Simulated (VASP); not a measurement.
LiTi, 2 atoms in the cell. The cell holds a sheet with vacuum, 2 atoms: a = 3.639 Å, b = 3.639 Å, c = 23.800 Å, α = 90.00°, β = 90.00°, γ = 90.00°. The cell was built by a generator and needn't be a form met in nature.

| Property | Result |
| --- | --- |
| Program | VASP 6.6.1 |
| Task | work function |
| Functional | PBE |
| Potentials or basis | VASP PAW PBE potentials, release 64 (Li_sv, Ti_sv) |
| Cutoff | 520 eV |
| k mesh | 7 × 7 × 1 |
| Occupations | fermi-dirac, width 0.05 eV |
| Spin | no spin polarisation |
| Dipole correction | yes |
| Further INCAR settings | ALGO = Normal; EDIFF = 1e-06; EFIELD = -0.3 |

Potentials or basis: VASP PAW PBE potentials, release 64 (Li_sv, Ti_sv).

Launch:

```sh
$ cat potpaw_PBE.64/Li_sv/POTCAR potpaw_PBE.64/Ti_sv/POTCAR > POTCAR
$ mpirun -np 1 vasp_std > vasp.out
```

Hardware: 1 thread of Intel(R) Xeon(R) 6975P-C (Granite Rapids) (shared host).

Question: Estimate the wall time of this run.

Answer: It took 30 s on 1 thread of Intel(R) Xeon(R) 6975P-C (Granite Rapids) (shared host), peak memory 0.37 GiB. Counts: scf iterations 23, k points 10.
